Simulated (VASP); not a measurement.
Here is the system:

```
Ir
1.0
    0.00000     1.90955     1.90955
    1.90955     0.00000     1.90955
    1.90955     1.90955     0.00000
Ir
1
Cartesian
  0.00000   0.00000   0.00000
```

Method: LDA (Ceperley-Alder, Perdew-Zunger), VASP's LDA PAW potentials (set 64) (plane waves; VASP). Run with 400 eV cut-off, Gaussian smearing of 0.050 eV, potentials Ir.

Unless said otherwise, spin-orbit coupling is left out, though it shifts the bands of the heavy elements here.

Q: Predict the band gap (along the path) with the smallest direct gap where there is one.

A: 
```
Property                                                      Value
-------------------------  ----------------------------------------
band gap (along the path)  none (metal, semimetal or under 0.01 eV)
```

The structure comes from a computed database's Ir entry (Fm-3m); how it stands against other phases isn't given here. It was relaxed first.
